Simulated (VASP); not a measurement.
# KAl12 in VASP: further runs

Runs on KAl12. Level: PBE. Tasks: single point, relaxation of the atoms.

Everything below comes from runs of VASP 6.6.1. Logs are shortened: lines on timing, memory, paths and dates and some standing lists are left out, and cuts for length are marked.

## 1. Starting point

The cell holds a slab with vacuum, 13 atoms: a = 5.728 Å, b = 5.728 Å, c = 15.677 Å, α = 90.00°, β = 90.00°, γ = 60.00°.

The cell was built by a generator and needn't be a form met in nature.

## 2. Single point, PBE

INCAR reads:

```
SYSTEM = KAl12
  PREC = Accurate
  ENCUT = 520
  EDIFF = 1E-6
  ISMEAR = 0
  SIGMA = 0.1
  LREAL = .False.
  LASPH = .True.
  NELM = 100
  ALGO = Normal
  ISIF = 2
  LWAVE = .False.
  LCHARG = .False.
  GGA = PE
  NBANDS = 34
```

KPOINTS reads:

```
regular mesh
0
Gamma
  3 3 1
  0 0 0
```

POSCAR reads:

```
KAl12
1.0
    5.7275650000      0.0000000000      0.0000000000
    2.8637820000      4.9602170000      0.0000000000
    0.0000000000      0.0000000000     15.6765370000
Al K
12 1
Direct
    0.1666667000      0.1666667000      0.0637896000
    0.6666667000      0.1666667000      0.0637896000
    0.1666667000      0.6666667000      0.0637896000
    0.6666667000      0.6666667000      0.0637896000
   -0.1687417164      0.3335234611      0.2157512889
    0.3347615019      0.3339851139      0.2147679602
   -0.1666592153      0.8333885347      0.2130170247
    0.3338742630      0.8313777882      0.2153032327
    0.0025188072      0.0026913065      0.3647855470
    0.4942927260      0.0038309859      0.3632468487
    0.0041885542      0.4934510720      0.3620234501
    0.5018518831      0.5004074189      0.3716989356
    0.8260575752     -0.1914392251      0.5501414667
```

Potentials or basis: VASP PAW PBE potentials, release 64 (Al, K_sv).

Launch:

```
> cat potpaw_PBE.64/Al/POTCAR potpaw_PBE.64/K_sv/POTCAR > POTCAR
> mpirun -np 1 vasp_std > vasp.out
```

OUTCAR:

```text
SYSTEM = KAl12
   PREC = Accurate
   ENCUT = 520
   EDIFF = 1E-6
   ISMEAR = 0
   LREAL = .False.
   LASPH = .True.
   NELM = 100
   ISIF = 2
   GGA = PE

 ion  position               nearest neighbor table
   1  0.167  0.167  0.064-   3 2.86   3 2.86   2 2.86   2 2.86   4 2.86   4 2.86   6 2.89   8 2.90
                             5 2.91
   2  0.667  0.167  0.064-   4 2.86   4 2.86   1 2.86   1 2.86   3 2.86   3 2.86   7 2.86   6 2.88
                             5 2.89
   3  0.167  0.667  0.064-   1 2.86   1 2.86   4 2.86   4 2.86   2 2.86   2 2.86   7 2.86   6 2.89
                             8 2.89
   4  0.667  0.667  0.064-   2 2.86   2 2.86   3 2.86   3 2.86   1 2.86   1 2.86   7 2.86   8 2.89
                             5 2.90
   5  0.831  0.334  0.216-  11 2.83   6 2.84   8 2.85   9 2.86   7 2.86   7 2.87   8 2.88   6 2.89
                             2 2.89   4 2.90   1 2.91  12 2.94
   6  0.335  0.334  0.215-  11 2.83   5 2.84  10 2.85   8 2.85   7 2.86   7 2.87   8 2.88   2 2.88
                             5 2.89   3 2.89   1 2.89  12 2.96
   7  0.833  0.833  0.213-   5 2.86   8 2.86   6 2.86   2 2.86   3 2.86   4 2.86   6 2.87   8 2.87
                             5 2.87  11 2.88  10 2.89   9 2.91
   8  0.334  0.831  0.215-   6 2.85  10 2.85   5 2.85   7 2.86   9 2.86   7 2.87   5 2.88   6 2.88
                             3 2.89   4 2.89   1 2.90  12 2.95
   9  0.003  0.003  0.365-  11 2.82  10 2.82   5 2.86  12 2.86   8 2.86  12 2.87  10 2.91   7 2.91
                            11 2.91  13 3.44
  10  0.494  0.004  0.363-  11 2.81   9 2.82   6 2.85   8 2.85  12 2.87  12 2.87   7 2.89   9 2.91
                            11 2.92  13 3.36
  11  0.004  0.493  0.362-  10 2.81   9 2.82   5 2.83   6 2.83  12 2.86  12 2.87   7 2.88   9 2.91
                            10 2.92  13 3.34
  12  0.502  0.500  0.372-   9 2.86  11 2.86  10 2.87  10 2.87   9 2.87  11 2.87   5 2.94   8 2.95
                             6 2.96
  13  0.826  0.809  0.550-  11 3.34  10 3.36   9 3.44

  LATTYP: Found a hexagonal cell.
 ALAT       =     5.7275649303
 C/A-ratio  =     2.7370334847

  Lattice vectors:

 A1 = (  -2.8637820000,  -4.9602170000,   0.0000000000)
 A2 = (   5.7275650000,   0.0000000000,   0.0000000000)
 A3 = (   0.0000000000,   0.0000000000,  15.6765370000)

Analysis of symmetry for initial positions (statically):
=====================================================================
 Subroutine PRICEL returns:
 Original cell was already a primitive cell.

 Routine SETGRP: Setting up the symmetry group for a
 hexagonal supercell.

 Subroutine GETGRP returns: Found  1 space group operations
 (whereof  1 operations were pure point group operations)
 out of a pool of 24 trial point group operations.

The static configuration has the point symmetry C_1 .

[... 134 lines left out ...]
     AMIX_MAG =   1.60;   BMIX_MAG =  1.00
  volume/ion in A,a.u.               =      34.26       231.19
  Fermi-wavevector in a.u.,A,eV,Ry     =   0.762498  1.440912  7.910471  0.581403
  Thomas-Fermi vector in A             =   1.861972
   LORBIT       =      0    0 simple, 1 ext, 2 COOP (PROOUT), +10 PAW based schemes
   GGA     = PE    functional components
   LHFCALC =     F    Hartree Fock is set to
   AEXX    =    0.0000 exact exchange contribution
   IVDW    =     0    specifies the selected vdW correction
   LEPSILON=     F    determine dielectric tensor
   LRPA    =     F    only Hartree local field effects (RPA)
 non-spin polarized calculation
 Gauss-broadening in eV      SIGMA  =   0.10
  energy-cutoff  :      520.00
  volume of cell :      445.37
 maximum number of plane-waves:     12018
 NGX is ok and might be reduce to    42
   NGX = 21   NGY = 21   NGZ = 59

 number of electron      44.9999999 magnetization

 Free energy of the ion-electron system (eV)
  ---------------------------------------------------
  ext. energy  EPLUGINS =         0.00000000
  ---------------------------------------------------
  free energy    TOTEN  =       -43.93105357 eV

  energy without entropy =      -43.89288183  energy(sigma->0) =      -43.91196770

 E-fermi :   2.4215     XC(G=0):  -6.3821

 val. band max:        2.3241865857   @ k =   0.0000   0.0000   0.0000
 cond. band min:       2.5433667184   @ k =   0.3333   0.3333   0.0000
 fundamental gap:      0.2191801327
 Fermi energy:         2.4214556137

 k-point     1 :       0.0000    0.0000    0.0000
  band No.  band energies     occupation
      1     -29.9679      2.00000
      2     -13.4658      2.00000
      3     -13.4611      2.00000
      4     -13.4514      2.00000
      5      -7.8177      2.00000
      6      -6.0989      2.00000
[... 174 lines left out ...]
     33       5.4751      0.00000
     34       5.4990      0.00000

------------------------ aborting loop because EDIFF is reached ----------------------------------------

  FORCE on cell =-STRESS in cart. coord.  units (eV):
  Direction    XX          YY          ZZ          XY          YZ          ZX
  --------------------------------------------------------------------------------------
  -------------------------------------------------------------------------------------
  Total       -3.3373150     -3.2456918     -0.6197067     -0.0542424      0.0182188      0.0123999
  in kB      -12.0056853    -11.6760792     -2.2293380     -0.1951321      0.0655404      0.0446075
  external PRESSURE =      -8.6370341 kB  Pullay stress =       0.0000000 kB

 VOLUME and BASIS-vectors are now :
 -----------------------------------------------------------------------------
  energy-cutoff  :      520.00
  volume of cell :      445.37
      direct lattice vectors                 reciprocal lattice vectors
     5.727565000  0.000000000  0.000000000     0.174594265 -0.100802024  0.000000000
     2.863782000  4.960217000  0.000000000     0.000000000  0.201604083  0.000000000
     0.000000000  0.000000000 15.676537000     0.000000000  0.000000000  0.063789598

 POSITION                                       TOTAL-FORCE (eV/Angst)
 -----------------------------------------------------------------------------------
      1.43189      0.82670      1.00000         0.000743     -0.014413     -0.037450
      4.29567      0.82670      1.00000        -0.000588      0.000191      0.020097
      2.86378      3.30681      1.00000         0.011177      0.005637      0.019252
      5.72756      3.30681      1.00000        -0.012336      0.005963      0.013453
      5.71622      1.65435      3.38223         0.000723     -0.000221     -0.013574
      2.87383      1.65664      3.36682        -0.000263     -0.000147     -0.006629
      7.15966      4.13379      3.33937         0.000647     -0.000815     -0.004535
      4.29317      4.12381      3.37521         0.000615      0.000264      0.000018
      0.02213      0.01335      5.71857        -0.000977     -0.006779      0.003797
      2.84206      0.01900      5.69445         0.003089     -0.007043     -0.008626
      1.43713      2.44762      5.67527         0.000756      0.009993      0.024357
      4.30745      2.48213      5.82695        -0.007972      0.006012      0.004513
      7.04684      4.01064      8.62431         0.004384      0.001358     -0.014674
 -----------------------------------------------------------------------------------
    total drift:                               -0.000019      0.000094      0.000190

  FREE ENERGIE OF THE ION-ELECTRON SYSTEM (eV)
  ---------------------------------------------------
  free  energy   TOTEN  =       -43.9310535734 eV

  energy  without entropy=      -43.8928818275  energy(sigma->0) =      -43.91196770
```

OSZICAR:

```text
N       E                     dE             d eps       ncg     rms          rms(c)
DAV:   1     0.154082361072E+03    0.15408E+03   -0.15099E+04   340   0.991E+02
DAV:   2    -0.333007588185E+02   -0.18738E+03   -0.17882E+03   416   0.190E+02
DAV:   3    -0.468701075922E+02   -0.13569E+02   -0.13335E+02   480   0.423E+01
[... 12 lines left out ...]
DAV:  16    -0.439309661709E+02   -0.10632E-03   -0.16008E-04   450   0.265E-02    0.793E-03
DAV:  17    -0.439310442637E+02   -0.78093E-04   -0.12925E-04   356   0.237E-02    0.490E-03
DAV:  18    -0.439310510229E+02   -0.67593E-05   -0.26484E-05   408   0.118E-02    0.195E-03
DAV:  19    -0.439310528791E+02   -0.18562E-05   -0.45427E-06   320   0.503E-03    0.110E-03
DAV:  20    -0.439310535734E+02   -0.69432E-06   -0.12997E-06   328   0.319E-03
   1 F= -.43931054E+02 E0= -.43911968E+02  d E =-.381717E-01
```

stdout:

```text
POSCAR found type information on POSCAR AlK
 POSCAR found :  2 types and      13 ions
 scaLAPACK will be used
 LDA part: xc-table for (Slater+PW92), standard interpolation
 POSCAR, INCAR and KPOINTS ok, starting setup
 FFT: planning ... GRIDC
 FFT: planning ... GRID_SOFT
 FFT: planning ... GRID
 WAVECAR not read
 entering main loop
```

Wall time 97 s (1 thread of Intel Xeon 6975P-C (Granite Rapids), shared host); peak memory 0.6 GiB.

What came out:

* Free energy: -43.9311 eV
* Largest force: 0.040 eV/Å
* Band gap on the k mesh: none (metal or under the smearing width)

Forces on the atoms (eV/Å):
```
Al   0.001 -0.014 -0.037
Al  -0.001  0.000  0.020
Al   0.011  0.006  0.019
Al  -0.012  0.006  0.013
Al   0.001  0.000 -0.014
Al   0.000  0.000 -0.007
Al   0.001 -0.001 -0.005
Al   0.001  0.000  0.000
Al  -0.001 -0.007  0.004
Al   0.003 -0.007 -0.009
Al   0.001  0.010  0.024
Al  -0.008  0.006  0.005
K    0.004  0.001 -0.015
```

Caveat: the k mesh is coarse (spacing up to 0.42 Å⁻¹), so the values aren't converged.

## 3. Relaxation of the atoms, PBE

INCAR reads:

```
PREC = Accurate ; ENCUT = 520
EDIFF = 1E-6 ; ISMEAR = 0
SIGMA = 0.1 ; LREAL = False
LASPH = True ; NELM = 100
ALGO = Normal ; ISIF = 2
LWAVE = False ; LCHARG = False
GGA = PE ; IBRION = 2
NSW = 80 ; EDIFFG = -0.03
```

KPOINTS reads:

```
regular mesh
0
Gamma
  3 3 1
```

POSCAR reads:

```
KAl12
1.0
    5.7275650000      0.0000000000      0.0000000000
    2.8637820000      4.9602170000      0.0000000000
    0.0000000000      0.0000000000     15.6765370000
Al K
12 1
Selective dynamics
Direct
    0.1666667000      0.1666667000      0.0637896000  F F F
    0.6666667000      0.1666667000      0.0637896000  F F F
    0.1666667000      0.6666667000      0.0637896000  F F F
    0.6666667000      0.6666667000      0.0637896000  F F F
   -0.1666667000      0.3333333000      0.2129468000  T T T
    0.3333333000      0.3333333000      0.2129468000  T T T
   -0.1666667000      0.8333333000      0.2129468000  T T T
    0.3333333000      0.8333333000      0.2129468000  T T T
    0.0000000000      0.0000000000      0.3621040000  T T T
    0.5000000000      0.0000000000      0.3621040000  T T T
    0.0000000000      0.5000000000      0.3621040000  T T T
    0.5000000000      0.5000000000      0.3621040000  T T T
    0.5372339000     -0.0247015000      0.5738855000  T T T
```

Potentials or basis: VASP PAW PBE potentials, release 64 (Al, K_sv).

Launch:

```
> cat potpaw_PBE.64/Al/POTCAR potpaw_PBE.64/K_sv/POTCAR > POTCAR
> mpirun -np 1 vasp_std > vasp.out
```

Wall time 8.2 min (1 thread of Intel Xeon 6975P-C (Granite Rapids), shared host); peak memory 0.64 GiB.

Results (log left out):

* Free energy: -43.9023 eV
* Energy gained by relaxing: 9.6 meV/atom
* Ionic steps: 15
* Band gap on the k mesh: none (metal or under the smearing width)

Step by step:
```csv
step,energy change (eV),largest force (eV/Å),pressure (GPa)
1,0.0000,0.2909,-0.93
2,-0.0127,0.2887,-0.95
3,-0.0444,0.2836,-1.02
4,-0.0779,0.2534,-1.13
5,-0.0954,0.2210,-1.15
6,-0.1123,0.1329,-1.17
7,-0.1124,0.1265,-1.16
8,-0.1162,0.0785,-1.17
9,-0.1177,0.0890,-1.17
10,-0.1193,0.0940,-1.15
11,-0.1202,0.1023,-1.12
12,-0.1212,0.0957,-1.11
13,-0.1237,0.0745,-1.06
14,-0.1253,0.0343,-0.97
15,-0.1254,0.0360,-0.99
```

Final structure:
```xyz
13
Lattice="5.7276 0.0000 0.0000 2.8638 4.9602 0.0000 0.0000 0.0000 15.6765" Properties=species:S:1:pos:R:3 pbc="T T T"
Al    1.4319    0.8267    1.0000
Al    4.2957    0.8267    1.0000
Al    2.8638    3.3068    1.0000
Al    5.7276    3.3068    1.0000
Al    5.7261    1.6544    3.4632
Al    2.8624    1.6730    3.3402
Al    7.1695    4.1282    3.3384
Al    4.2791    4.1261    3.3396
Al    5.7272    0.0134    5.8107
Al    2.8504    0.0113    5.5548
Al    7.1476    2.4736    5.8088
Al    4.3085    2.4729    5.8151
K     5.8954    4.8163    8.6397
```

Levels at points of the mesh, in eV from the Fermi level:
| k point | band 18 | band 19 | band 20 | band 21 | band 22 | band 23 | band 24 | band 25 | band 26 | band 27 |
| --- | --- | --- | --- | --- | --- | --- | --- | --- | --- | --- |
| (0.00, 0.00, 0.00) | -2.45 | -2.44 | -2.43 | -0.60 | -0.38 | -0.37 | -0.34 | -0.18 | -0.13 | -0.13 |

Caveat: the k mesh is coarse (spacing up to 0.42 Å⁻¹), so the values aren't converged.
